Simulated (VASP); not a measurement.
These are PBE GGA, VASP's PBE PAW potentials (set 64) (plane waves; VASP) values and carry that method's errors.

The input files of a VASP run:

### KPOINTS
```
kpoints
0
G
1 1 1
0 0 0
```

File POSCAR:
```
SbSi63
1.0
 10.9370747004   0.0000000000   0.0000000000
  0.0000000000  10.9370747004   0.0000000000
  0.0000000000   0.0000000000  10.9370747004
Si Sb
63 1
Cart
  5.4685373502   0.0000000000   0.0000000000
  6.8356716878   1.3671343376   1.3671343376
  8.2028060253   2.7342686751   0.0000000000
  9.5699403628   4.1014030126   1.3671343376
  8.2028060253   0.0000000000   2.7342686751
  9.5699403628   1.3671343376   4.1014030126
  0.0000000000   0.0000000000   0.0000000000
  1.3671343376   1.3671343376   1.3671343376
  2.7342686751   2.7342686751   0.0000000000
  4.1014030126   4.1014030126   1.3671343376
  5.4685373502   5.4685373502   0.0000000000
  6.8356716878   6.8356716878   1.3671343376
  8.2028060253   8.2028060253   0.0000000000
  9.5699403628   9.5699403628   1.3671343376
  2.7342686751   0.0000000000   2.7342686751
  4.1014030126   1.3671343376   4.1014030126
  5.4685373502   2.7342686751   2.7342686751
  6.8403636928   4.1484543080   4.1414108319
  8.2028060253   5.4685373502   2.7342686751
  9.5699403628   6.8356716878   4.1014030126
  5.4685373502   0.0000000000   5.4685373502
  6.8356716878   1.3671343376   6.8356716878
  8.2028060253   2.7342686751   5.4685373502
  9.5699403628   4.1014030126   6.8356716878
  8.2028060253   0.0000000000   8.2028060253
  9.5699403628   1.3671343376   9.5699403628
  0.0000000000   5.4685373502   0.0000000000
  1.3671343376   6.8356716878   1.3671343376
  2.7342686751   8.2028060253   0.0000000000
  4.1014030126   9.5699403628   1.3671343376
  0.0000000000   2.7342686751   2.7342686751
  1.3671343376   4.1014030126   4.1014030126
  2.7342686751   5.4685373502   2.7342686751
  4.1120557234   6.8548881280   4.1054606674
  5.4685373502   8.2028060253   2.7342686751
  6.8356716878   9.5699403628   4.1014030126
  0.0000000000   0.0000000000   5.4685373502
  1.3671343376   1.3671343376   6.8356716878
  2.7342686751   2.7342686751   5.4685373502
  4.1136197251   4.1485636788   6.8523507267
  6.8117085571   6.7944389161   6.8531819443
  8.2028060253   8.2028060253   5.4685373502
  9.5699403628   9.5699403628   6.8356716878
  2.7342686751   0.0000000000   8.2028060253
  4.1014030126   1.3671343376   9.5699403628
  5.4685373502   2.7342686751   8.2028060253
  6.8356716878   4.1014030126   9.5699403628
  8.2028060253   5.4685373502   8.2028060253
  9.5699403628   6.8356716878   9.5699403628
  0.0000000000   8.2028060253   2.7342686751
  1.3671343376   9.5699403628   4.1014030126
  0.0000000000   5.4685373502   5.4685373502
  1.3671343376   6.8356716878   6.8356716878
  2.7342686751   8.2028060253   5.4685373502
  4.1014030126   9.5699403628   6.8356716878
  0.0000000000   2.7342686751   8.2028060253
  1.3671343376   4.1014030126   9.5699403628
  2.7342686751   5.4685373502   8.2028060253
  4.1014030126   6.8356716878   9.5699403628
  5.4685373502   8.2028060253   8.2028060253
  6.8356716878   9.5699403628   9.5699403628
  0.0000000000   8.2028060253   8.2028060253
  1.3671343376   9.5699403628   9.5699403628
  5.4631891207   5.4407899917   5.5073749025
```

**INCAR**
```
ALGO = Fast
EDIFF = 1E-5
EDIFFG = -0.03
ENCUT = 400
GGA = PE
IBRION = 2
ISIF = 2
ISMEAR = 0
ISYM = 0
LASPH = T
LCHARG = F
LMAXMIX = 4
LREAL = Auto
LWAVE = T
NELECT = 258.0
NELM = 100
NELMIN = 4
NSW = 60
PREC = Normal
SIGMA = 0.05
SYSTEM = SbSi63
```

POTCAR, in this order: Si Sb (PBE.64 set). Program: vasp_gam.

The run wrote:

File OSZICAR:
```
...
RMM:  11    -0.330238043479E+03    0.10836E-02   -0.96247E-03   329   0.203E-01    0.953E-01
RMM:  12    -0.330243641858E+03   -0.55984E-02   -0.67786E-02   392   0.331E-01    0.511E-01
RMM:  13    -0.330242150728E+03    0.14911E-02   -0.23554E-03   325   0.105E-01    0.470E-01
RMM:  14    -0.330240114517E+03    0.20362E-02   -0.39554E-03   338   0.757E-02    0.209E-01
RMM:  15    -0.330239825253E+03    0.28926E-03   -0.38118E-03   346   0.620E-02    0.511E-02
RMM:  16    -0.330239875292E+03   -0.50039E-04   -0.20108E-04   290   0.276E-02    0.575E-02
RMM:  17    -0.330239859710E+03    0.15583E-04   -0.69752E-05   280   0.139E-02    0.382E-02
RMM:  18    -0.330239856038E+03    0.36718E-05   -0.72962E-05   266   0.101E-02
   1 F= -.33023986E+03 E0= -.33019132E+03  d E =-.330240E+03
       N       E                     dE             d eps       ncg     rms          rms(c)
DAV:   1    -0.331565883251E+03   -0.13260E+01   -0.29895E+01   332   0.907E+00    0.426E+00
RMM:   2    -0.331678128886E+03   -0.11225E+00   -0.21641E+00   324   0.270E+00    0.140E+00
RMM:   3    -0.331688351339E+03   -0.10222E-01   -0.38597E-01   330   0.125E+00    0.674E-01
RMM:   4    -0.331695178800E+03   -0.68275E-02   -0.76241E-02   354   0.572E-01    0.584E-01
RMM:   5    -0.331696645168E+03   -0.14664E-02   -0.14288E-02   334   0.258E-01    0.110E-01
RMM:   6    -0.331696638467E+03    0.67017E-05   -0.45507E-03   330   0.136E-01    0.717E-02
RMM:   7    -0.331696748224E+03   -0.10976E-03   -0.12072E-03   359   0.690E-02    0.487E-02
RMM:   8    -0.331696768063E+03   -0.19839E-04   -0.19605E-04   328   0.292E-02    0.130E-02
RMM:   9    -0.331696771775E+03   -0.37115E-05   -0.41323E-05   232   0.128E-02
   2 F= -.33169677E+03 E0= -.33168083E+03  d E =-.145692E+01
       N       E                     dE             d eps       ncg     rms          rms(c)
DAV:   1    -0.331701728293E+03   -0.49602E-02   -0.12218E+01   336   0.601E+00    0.230E+00
RMM:   2    -0.331755069378E+03   -0.53341E-01   -0.81250E-01   324   0.172E+00    0.737E-01
RMM:   3    -0.331766578176E+03   -0.11509E-01   -0.17030E-01   335   0.794E-01    0.426E-01
RMM:   4    -0.331767509375E+03   -0.93120E-03   -0.22426E-02   336   0.341E-01    0.266E-01
RMM:   5    -0.331767864823E+03   -0.35545E-03   -0.59929E-03   328   0.167E-01    0.783E-02
RMM:   6    -0.331767865859E+03   -0.10357E-05   -0.19447E-03   344   0.888E-02    0.539E-02
RMM:   7    -0.331767926036E+03   -0.60177E-04   -0.60743E-04   335   0.428E-02    0.413E-02
RMM:   8    -0.331767918355E+03    0.76818E-05   -0.97967E-05   288   0.195E-02
   3 F= -.33176792E+03 E0= -.33176752E+03  d E =-.152806E+01
       N       E                     dE             d eps       ncg     rms          rms(c)
DAV:   1    -0.331799843584E+03   -0.31918E-01   -0.15202E+00   344   0.216E+00    0.817E-01
RMM:   2    -0.331806077219E+03   -0.62336E-02   -0.91259E-02   324   0.587E-01    0.241E-01
RMM:   3    -0.331807583496E+03   -0.15063E-02   -0.19556E-02   337   0.270E-01    0.153E-01
RMM:   4    -0.331807657498E+03   -0.74001E-04   -0.25495E-03   336   0.116E-01    0.762E-02
RMM:   5    -0.331807699075E+03   -0.41578E-04   -0.67550E-04   332   0.562E-02    0.223E-02
RMM:   6    -0.331807691559E+03    0.75165E-05   -0.21810E-04   324   0.293E-02    0.137E-02
RMM:   7    -0.331807698254E+03   -0.66956E-05   -0.75502E-05   277   0.147E-02
   4 F= -.33180770E+03 E0= -.33180560E+03  d E =-.156784E+01
       N       E                     dE             d eps       ncg     rms          rms(c)
DAV:   1    -0.331975330654E+03   -0.16764E+00   -0.58713E+00   336   0.452E+00    0.136E+00
RMM:   2    -0.332009981137E+03   -0.34650E-01   -0.38402E-01   324   0.132E+00    0.473E-01
RMM:   3    -0.332014887828E+03   -0.49067E-02   -0.64582E-02   331   0.604E-01    0.223E-01
RMM:   4    -0.332015592817E+03   -0.70499E-03   -0.11459E-02   340   0.266E-01    0.145E-01
RMM:   5    -0.332015710278E+03   -0.11746E-03   -0.21187E-03   336   0.112E-01    0.259E-02
RMM:   6    -0.332015758831E+03   -0.48553E-04   -0.54090E-04   348   0.540E-02    0.188E-02
RMM:   7    -0.332015768475E+03   -0.96446E-05   -0.13284E-04   324   0.239E-02    0.806E-03
RMM:   8    -0.332015769428E+03   -0.95280E-06   -0.22283E-05   209   0.102E-02
   5 F= -.33201577E+03 E0= -.33201572E+03  d E =-.208071E+00
       N       E                     dE             d eps       ncg     rms          rms(c)
DAV:   1    -0.332018173163E+03   -0.24047E-02   -0.12036E-01   376   0.648E-01    0.191E-01
RMM:   2    -0.332018873801E+03   -0.70064E-03   -0.77635E-03   324   0.188E-01    0.662E-02
RMM:   3    -0.332018981243E+03   -0.10744E-03   -0.13531E-03   333   0.863E-02    0.326E-02
RMM:   4    -0.332018994123E+03   -0.12880E-04   -0.22660E-04   339   0.376E-02    0.193E-02
RMM:   5    -0.332018996921E+03   -0.27983E-05   -0.41869E-05   255   0.159E-02
   6 F= -.33201900E+03 E0= -.33201897E+03  d E =-.211299E+00
       N       E                     dE             d eps       ncg     rms          rms(c)
DAV:   1    -0.332039243869E+03   -0.20250E-01   -0.43316E-01   360   0.127E+00    0.379E-01
RMM:   2    -0.332041211263E+03   -0.19674E-02   -0.26782E-02   324   0.363E-01    0.135E-01
RMM:   3    -0.332041440478E+03   -0.22921E-03   -0.47345E-03   326   0.167E-01    0.613E-02
RMM:   4    -0.332041498453E+03   -0.57975E-04   -0.90161E-04   344   0.737E-02    0.346E-02
RMM:   5    -0.332041508271E+03   -0.98187E-05   -0.16070E-04   325   0.321E-02    0.748E-03
RMM:   6    -0.332041512461E+03   -0.41900E-05   -0.43362E-05   254   0.157E-02
   7 F= -.33204151E+03 E0= -.33204146E+03  d E =-.225155E-01
       N       E                     dE             d eps       ncg     rms          rms(c)
DAV:   1    -0.332043409604E+03   -0.19013E-02   -0.82836E-02   376   0.554E-01    0.166E-01
RMM:   2    -0.332043793082E+03   -0.38348E-03   -0.51647E-03   324   0.160E-01    0.588E-02
RMM:   3    -0.332043838879E+03   -0.45797E-04   -0.91527E-04   327   0.735E-02    0.270E-02
RMM:   4    -0.332043849642E+03   -0.10764E-04   -0.16877E-04   339   0.323E-02    0.151E-02
RMM:   5    -0.332043851762E+03   -0.21201E-05   -0.32608E-05   230   0.144E-02
   8 F= -.33204385E+03 E0= -.33204379E+03  d E =-.248548E-01
       N       E                     dE             d eps       ncg     rms          rms(c)
DAV:   1    -0.332047468883E+03   -0.36192E-02   -0.11379E-01   336   0.634E-01    0.179E-01
RMM:   2    -0.332048044347E+03   -0.57546E-03   -0.64292E-03   324   0.180E-01    0.668E-02
RMM:   3    -0.332048097667E+03   -0.53320E-04   -0.10239E-03   327   0.819E-02    0.299E-02
RMM:   4    -0.332048109219E+03   -0.11552E-04   -0.20086E-04   335   0.365E-02    0.164E-02
RMM:   5    -0.332048111991E+03   -0.27727E-05   -0.34192E-05   231   0.147E-02
   9 F= -.33204811E+03 E0= -.33204802E+03  d E =-.426023E-02
       N       E                     dE             d eps       ncg     rms          rms(c)
DAV:   1    -0.332048317061E+03   -0.20784E-03   -0.11430E-02   368   0.201E-01    0.574E-02
RMM:   2    -0.332048377308E+03   -0.60247E-04   -0.66652E-04   324   0.582E-02    0.213E-02
RMM:   3    -0.332048383713E+03   -0.64046E-05   -0.10952E-04   326   0.268E-02    0.971E-03
RMM:   4    -0.332048384965E+03   -0.12520E-05   -0.20638E-05   199   0.120E-02
  10 F= -.33204838E+03 E0= -.33204828E+03  d E =-.453320E-02
       N       E                     dE             d eps       ncg     rms          rms(c)
DAV:   1    -0.332049257940E+03   -0.87423E-03   -0.27936E-02   350   0.319E-01    0.889E-02
RMM:   2    -0.332049391971E+03   -0.13403E-03   -0.16159E-03   324   0.889E-02    0.327E-02
RMM:   3    -0.332049411872E+03   -0.19901E-04   -0.28864E-04   330   0.406E-02    0.169E-02
RMM:   4    -0.332049414020E+03   -0.21482E-05   -0.49136E-05   269   0.179E-02
  11 F= -.33204941E+03 E0= -.33204932E+03  d E =-.102906E-02
```

OUTCAR:
```
------------------------ aborting loop because EDIFF is reached ----------------------------------------
  FORCE on cell =-STRESS in cart. coord.  units (eV):
  Direction    XX          YY          ZZ          XY          YZ          ZX
  --------------------------------------------------------------------------------------
  Total       20.3053216     20.2585585     20.3111195      0.0786017     -0.0686551     -0.0487484
  in kB       24.8666293     24.8093615     24.8737296      0.0962585     -0.0840775     -0.0596991
  external PRESSURE =      24.8499068 kB  Pullay stress =       0.0000000 kB
  volume of cell :     1308.29
      direct lattice vectors                 reciprocal lattice vectors
    10.937074700  0.000000000  0.000000000     0.091432127  0.000000000  0.000000000
     0.000000000 10.937074700  0.000000000     0.000000000  0.091432127  0.000000000
     0.000000000  0.000000000 10.937074700     0.000000000  0.000000000  0.091432127
 POSITION                                       TOTAL-FORCE (eV/Angst)
 -----------------------------------------------------------------------------------
      5.46803      0.00125      0.00325         0.000740     -0.000423      0.005985
      6.84544      1.36757      1.36994         0.009354      0.002005     -0.003311
      8.20303      2.73306      0.00521        -0.000578      0.004748     -0.003799
      9.56895      4.09126      1.36952        -0.003081     -0.004164     -0.000227
      8.20350      0.00374      2.73549         0.000398     -0.004401     -0.000317
      9.57104      1.36802      4.09132        -0.003712     -0.000744     -0.003576
     10.93706     10.93703     10.93697         0.000847     -0.000339      0.000911
      1.37734      1.37727      1.37704        -0.007986     -0.005500     -0.007906
      2.73528      2.73505     10.93514        -0.002032     -0.000702      0.001645
      4.09281      4.09252      1.37424        -0.002341     -0.001437      0.007320
      5.46799      5.46764      0.00192         0.000724      0.003487     -0.001184
      6.84510      6.84560      1.37065         0.001179      0.002208      0.012288
      8.20292      8.20322     10.93291         0.001383      0.002377      0.005310
      9.56013      9.56017      1.37726         0.008114      0.008995     -0.007876
      2.73545     10.93641      2.73578         0.000227      0.002489      0.000503
      4.09399      1.37519      4.09357        -0.005440      0.003439     -0.004479
      5.46231      2.70924      2.70839        -0.004646     -0.009036     -0.003109
      6.98052      3.96358      3.96193         0.008362     -0.020826     -0.012874
      8.23337      5.48158      2.70582        -0.004849     -0.004839      0.003029
      9.56679      6.84666      4.09370        -0.011132      0.002341     -0.005008
      5.46832      0.00046      5.46853         0.001837      0.001886      0.004291
      6.84450      1.37282      6.84438         0.000359      0.009419      0.001214
      8.23297      2.70584      5.47889         0.002262     -0.001970     -0.004562
      9.56666      4.09171      6.84597        -0.010446      0.003569      0.001039
      8.20195     10.93469      8.20249         0.000310      0.002484      0.002745
      9.56008      1.37704      9.56002         0.008066     -0.004639      0.006845
     10.93580      5.46842      0.00414        -0.002021     -0.000886      0.004416
      1.36695      6.84570      1.36884         0.003308      0.009874     -0.000653
      2.73349      8.20408      0.00570         0.004496     -0.002530     -0.006863
      4.09118      9.57138      1.36920        -0.005874     -0.004367      0.000453
     10.93498      2.73519      2.73489         0.003250      0.000459      0.001165
      1.37346      4.09344      4.09269         0.005588     -0.002213     -0.001774
      2.70714      5.46105      2.70679        -0.004880      0.000006     -0.001140
      3.96006      6.98116      3.95971        -0.015242      0.009924     -0.014297
      5.48007      8.23349      2.70515        -0.004788     -0.002694      0.001059
      6.84587      9.56582      4.09391         0.000524     -0.008669     -0.004720
     10.93508     10.93621      5.46886        -0.002324     -0.002010      0.003187
      1.36618      1.36543      6.84521        -0.003498      0.003743      0.013788
      2.70419      2.70556      5.46111        -0.004251     -0.006990      0.003136
      3.94778      3.95310      6.99211         0.003089     -0.008154     -0.008213
      6.98098      6.97976      6.98623         0.010930      0.015508      0.002948
      8.23027      8.23015      5.46121         0.005460      0.005087     -0.002454
      9.56789      9.56971      6.84570         0.001272      0.001501      0.009249
      2.73482      0.00404      8.20319        -0.000759     -0.003113      0.000745
      4.09162      1.36691      9.57202        -0.004388     -0.001519      0.000674
      5.47879      2.70435      8.23480        -0.004894     -0.006577      0.004589
      6.84544      4.09141      9.56816        -0.000132      0.001837     -0.012305
      8.23431      5.45684      8.23575         0.003195      0.010772      0.000280
      9.57196      6.84567      9.57179         0.001128      0.005629      0.002978
      0.00452      8.20428      2.73511        -0.006738     -0.001693      0.001458
      1.36752      9.57250      4.09148         0.000230      0.000938     -0.001229
      0.00013      5.46844      5.46856         0.001499      0.000427      0.003553
      1.37041      6.84666      6.84416         0.013642     -0.001580      0.003222
      2.70504      8.23370      5.47853        -0.003051      0.001768     -0.005597
      4.09242      9.56607      6.84558         0.000043     -0.007763      0.001093
      0.00440      2.73421      8.20359         0.000289      0.000276      0.000993
      1.36509      4.09180      9.57454        -0.003533     -0.001847     -0.001328
      2.69970      5.48246      8.23814         0.005828     -0.008101      0.001266
      4.09230      6.84674      9.56880        -0.002716     -0.000677     -0.013863
      5.45843      8.23428      8.23485         0.007246      0.002386      0.006802
      6.84549      9.57285      9.57202         0.004629      0.003143      0.003096
     10.93272      8.20368      8.20243         0.006291     -0.001856      0.002683
      1.37722      9.56021      9.55982        -0.007196      0.007875      0.007737
      5.46246      5.46548      5.48131         0.006426      0.001666     -0.001030
 -----------------------------------------------------------------------------------
    total drift:                               -0.017125     -0.010036      0.046887
  FREE ENERGIE OF THE ION-ELECTRON SYSTEM (eV)
  ---------------------------------------------------
  free  energy   TOTEN  =      -332.0494140205 eV

  energy  without entropy=     -332.0492225330  energy(sigma->0) =     -332.04931828

 reached required accuracy - stopping structural energy minimisation
```
(Selected blocks of OUTCAR.)

CONTCAR:
```
SbSi63
   1.00000000000000
    10.9370747004000002    0.0000000000000000    0.0000000000000000
     0.0000000000000000   10.9370747004000002    0.0000000000000000
     0.0000000000000000    0.0000000000000000   10.9370747004000002
  Si              Sb
    63     1
Direct
     0.4999539469745266    0.0001141468994265    0.0002973517576944
     0.6258928018084772    0.1250400028954147    0.1252563847273455
     0.7500200630634392    0.2498892837446632    0.0004764494373232
     0.8749090274478251    0.3740729173729832    0.1252183497824472
     0.7500633990880944    0.0003422037170965    0.2501112328277153
     0.8751005978437458    0.1250811556554295    0.3740777693987592
     0.9999989541895989    0.9999962517198537    0.9999900832741472
     0.1259330994394139    0.1259262860325424    0.1259052996392608
     0.2500923333140935    0.2500714310931372    0.9998231933524936
     0.3742146976400990    0.3741873573971503    0.1256498201782912
     0.4999503506490564    0.4999178515401161    0.0001751650853224
     0.6258618832111141    0.6259080299702590    0.1253213785155709
     0.7500108323951431    0.7500379275961777    0.9996189323230245
     0.8741033988373623    0.8741064587701670    0.1259254004152701
     0.2501078851528463    0.9999387893656644    0.2501381556884349
     0.3743220651937191    0.1257363988614006    0.3742838765175301
     0.4994306683501466    0.2477113066588394    0.2476342359809125
     0.6382433731041993    0.3623983548597990    0.3622476338727676
     0.7527941124755678    0.5011929428257942    0.2473991267367407
     0.8747119674485637    0.6260050554657003    0.3742954951326389
     0.4999798294840658    0.0000422580215763    0.4999994835466120
     0.6258075515448740    0.1255195646727804    0.6257962161838592
     0.7527579857192154    0.2474008649310948    0.5009463416154597
     0.8747004646874784    0.3741133376786014    0.6259414364237981
     0.7499220738232349    0.9997815224418389    0.7499707284615793
     0.8740984983328268    0.1259055983782746    0.8740932150142422
     0.9998838500230595    0.4999889441886058    0.0003782395867945
     0.1249831341859155    0.6259169677942096    0.1251558118911764
     0.2499288995800043    0.7501167990543521    0.0005208730228295
     0.3740655722905993    0.8751315041897139    0.1251892483013750
     0.9998086931382438    0.2500846461929828    0.2500569849353237
     0.1255780415421820    0.3742722028600721    0.3742036956211364
     0.2475191740236335    0.4993151849284148    0.2474876902106281
     0.3620766578637700    0.6383019633719448    0.3620451618827597
     0.5010542871590663    0.7528051329460990    0.2473379010550969
     0.6259321931775200    0.8746237058058550    0.3743148917347777
     0.9998175705721863    0.9999213073151042    0.5000299538165178
     0.1249123390032004    0.1248442212253098    0.6258722153453242
     0.2472501445522019    0.2473748736755922    0.4993210191215695
     0.3609539550910155    0.3614404934972255    0.6393032046795633
     0.6382860578940197    0.6381741342368540    0.6387659825701015
     0.7525115136796813    0.7525000410087563    0.4993301864913829
     0.8748126175837423    0.8749788532381406    0.6259171332174216
     0.2500501807815296    0.0003697587389479    0.7500353431387426
     0.3741054183934276    0.1249798870867568    0.8751905934339709
     0.5009376057992802    0.2472642503443326    0.7529250007119593
     0.6258931803662472    0.3740865599359316    0.8748375503904173
     0.7528808725595539    0.4989304212982025    0.7530124950353240
     0.8751842825101402    0.6259142729747212    0.8751688370297814
     0.0004131173709417    0.7501345906750476    0.2500773766676039
     0.1250348553775912    0.8752342107030835    0.3740926206365771
     0.0000122946389213    0.4999906690286640    0.5000021245832380
     0.1252995681954915    0.6260046272566822    0.6257759401281218
     0.2473277266477777    0.7528243248059622    0.5009133877385873
     0.3741789493253931    0.8746459399354379    0.6259062766572836
     0.0004021643707922    0.2499944236577619    0.7500715292457599
     0.1248130817497128    0.3741217242536243    0.8754205549393627
     0.2468395857936264    0.5012727575863649    0.7532305112050425
     0.3741678286150114    0.6260124056771323    0.8748954638183918
     0.4990760185521884    0.7528776026205787    0.7529296085196548
     0.6258979895552795    0.8752664887140282    0.8751905249174012
     0.9996018418938817    0.7500795969504412    0.7499655654250785
     0.1259224879294536    0.8741105390240149    0.8740743225454770
     0.4994443869949820    0.4997206746372691    0.5011674238592101
```

The cell is charged, with a uniform compensating background. The supercell is sampled at Γ alone, which is coarse: total energies, pressure and levels can be off, energies of defects by several tenths of an eV.

The cell is a supercell with a defect, built from Si (diamond): Sb_Si, charge -1. The run is not spin-polarised, so no state with unpaired spins was tried.
